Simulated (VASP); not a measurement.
BAs (zinc blende): computed properties

Calculation: r2SCAN meta-GGA, VASP's PBE PAW potentials (set 64) (plane waves; VASP 6.6.1).

For BAs, the space group is F-43m (216). The cell is a = b = c = 4.786 Å, α = β = γ = 90.00° and the volume per atom is 13.71 Å³/atom. The band gap (over mesh and band path) is 1.38 eV. The smallest direct gap (over mesh and band path) comes out as 3.44 eV and the Hill bulk modulus comes out as 142 GPa. The Hill shear modulus comes out as 137 GPa and the Poisson's ratio is 0.136. The band-edge character without spin-orbit coupling is indirect, Γ to Γ-X at 0.78 and the band gap with spin-orbit coupling is 1.33 eV. The density comes out as 5.19 g/cm³. The mean ε∞ (independent particles) comes out as 9.26 and the optical Γ-point spectrum comes out as 700 (×3) cm⁻¹. The C11 comes out as 291 GPa and the C12 is 68.4 GPa. The C44 is 158 GPa.

```xyz
2
Lattice="0.0000 2.3932 2.3932 2.3932 0.0000 2.3932 2.3932 2.3932 0.0000" Properties=species:S:1:pos:R:3 pbc="T T T"
B      0.0000     0.0000     0.0000
As     1.1966     1.1966     1.1966
```

Measured: gap 1.82 eV (computed value off by -0.44 eV), as given by Wikipedia, List of semiconductor materials; a 4.777 Å (computed value off by +0.2 %), as given by M J Lucero et al., Journal of Physics Condensed Matter (2012), arXiv:1111.4515. The calculation is for a static lattice, while the measured a holds thermal and zero-point effects, which are part of the difference.

The compound is BAs in the zinc blende structure. It was relaxed first. Symmetry was kept, so distortions that lower it aren't found.
